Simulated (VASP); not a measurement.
Given:

```
CELL_PARAMETERS angstrom
      3.77853     0.00000     0.02834
      0.00000     3.77853     0.00000
      0.02854     0.00000     3.80519
ATOMIC_POSITIONS crystal
  Mn 0.50000 0.50000 0.41946
  Sm 0.00000 0.00000 0.96010
  O  0.50000 0.50000 0.91726
  O  0.50000 0.00000 0.40459
  O  0.00000 0.50000 0.40459
```
Starting moments (μB, in the order of the record's atoms Mn Sm O O O): 2.9 0.0 0.1 0.1 0.1.

The numbers are results of PBEsol GGA, VASP's PBE PAW potentials (set 64) (plane waves; VASP), not measurements. Settings: 600 eV cut-off, 8×8×8 Γ-centred mesh, first-order Methfessel-Paxton smearing of 0.10 eV, potentials Mn_pv Sm_3 O.

The 4f electrons are frozen in the core of the lanthanide potential, so 4f levels, which can set the real gap, and their magnetism are missing. The moments were started parallel, and other spin orders were not tried in this run.

Which forces act on the atoms, in eV/Å?

```csv
atom,Fx,Fy,Fz
Mn1,-0.032,0.000,0.014
Sm2,0.055,0.000,0.004
O3,0.015,0.000,-0.035
O4,-0.032,0.000,0.009
O5,-0.006,0.000,0.007
```

Give the stress tensor in GPa (positive for a compressed cell).

```
-0.52   0.00  -1.16
 0.00  -0.55   0.00
-1.16   0.00  -0.44
```
The pressure is its mean diagonal, -0.51 GPa.

The structure was generated: SmMnO3 was put into the tetragonal-perovskite type (P4mm), which need not be its known phase. This cell was strained or had an atom moved on purpose.
